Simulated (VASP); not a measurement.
Crystal: BaZr2O3.

```
CELL_PARAMETERS angstrom
-2.05000 2.05000 5.65000
2.05000 -2.05000 5.65000
2.05000 2.05000 -5.65000
ATOMIC_POSITIONS crystal
Ba 0.00000 0.00000 0.00000
Zr 0.68000 0.68000 0.00000
Zr 0.31500 0.31500 0.00000
O 0.50000 0.50000 0.00000
O 0.18500 0.68500 0.50000
O 0.68500 0.18500 0.50000
```

The cell was built by a generator and needn't be a form met in nature.

- Program: VASP 6.6.1
- Task: relaxation of cell and atoms
- Functional: PBE
- Potentials or basis: VASP PAW PBE potentials, release 64 (Ba_sv, Zr_sv, O)
- Cutoff: 520 eV
- k mesh: 5 × 5 × 5
- Occupations: gaussian, width 0.15 eV
- Spin: no spin polarisation

At the start: pressure 11.7 GPa; volume 15.83 Å³/atom.

**Question.** How do energy, volume and symmetry change on relaxing?

**Answer.** Over 18 steps the energy falls by 172.1 meV/atom and the volume is 17.83 Å³/atom (+12.7 %); space group I4mm (No. 107, to 0.05 Å).

The path:
```tsv
step	energy change (eV)	largest force (eV/Å)	pressure (GPa)	volume (Å³)
1	0.0000	2.5805	11.66	94.98
2	-0.3909	1.4532	-9.14	111.69
3	-0.5341	1.3530	-3.21	105.19
4	-0.7287	0.7128	0.20	102.92
5	-0.7706	0.9411	3.23	101.40
6	-0.8769	0.6974	1.08	103.44
7	-0.9199	0.4074	-1.15	105.72
8	-0.9497	0.3588	-0.05	104.86
9	-0.9599	0.3996	0.90	104.18
10	-0.9917	0.3186	0.06	105.14
11	-1.0081	0.2798	-0.77	106.16
12	-1.0099	0.3501	-1.17	106.62
13	-1.0233	0.2802	0.74	105.76
14	-1.0235	0.2272	0.52	105.85
15	-1.0297	0.1697	0.20	106.34
16	-1.0302	0.2438	0.11	106.53
17	-1.0328	0.0805	-0.12	106.94
18	-1.0329	0.0668	0.10	106.99
```

Final structure:
```
Ba Zr O
1.0
    -2.05374    2.05374    6.34173
     2.05374   -2.05374    6.34173
     2.05374    2.05374   -6.34173
Ba Zr O
1 2 3
Direct
  0.01020 0.01020 0.00000
  0.71644 0.71644 0.00000
  0.30503 0.30503 0.00000
  0.45850 0.45850 0.00000
  0.18741 0.68741 0.50000
  0.68741 0.18741 0.50000
```

Caveat: the k mesh is coarse (spacing up to 0.43 Å⁻¹), so the values aren't converged.
